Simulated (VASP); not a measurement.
Energy against volume of Tc (hcp). All values below come from PBE GGA with D4 dispersion, VASP's PBE PAW potentials (set 64) (plane waves; VASP). Settings: 520 eV cut-off, 15×15×8 Γ-centred mesh, first-order Methfessel-Paxton smearing of 0.10 eV, potentials Tc_pv.

Shape and ions are relaxed at each volume.

| V (Å³/atom) | E (eV/atom) |
|---|---|
| 13.684 | -10.94321 |
| 14.107 | -10.95704 |
| 14.530 | -10.94556 |
| 14.954 | -10.91257 |

Task: Fit these four points and predict the energy of the run at 13.261 Å³/atom.

Result: A cubic in V^(−2/3), the third-order Birch-Murnaghan form, passes through the four points with V0 = 14.11 Å³/atom and B0 = 318 GPa, and gives -10.8994 eV/atom there. The run gave -10.8996 eV/atom, -0.2 meV/atom from the fit; all five points give B0 = 318 GPa.

The compound is Tc in the hcp structure. It was relaxed first.
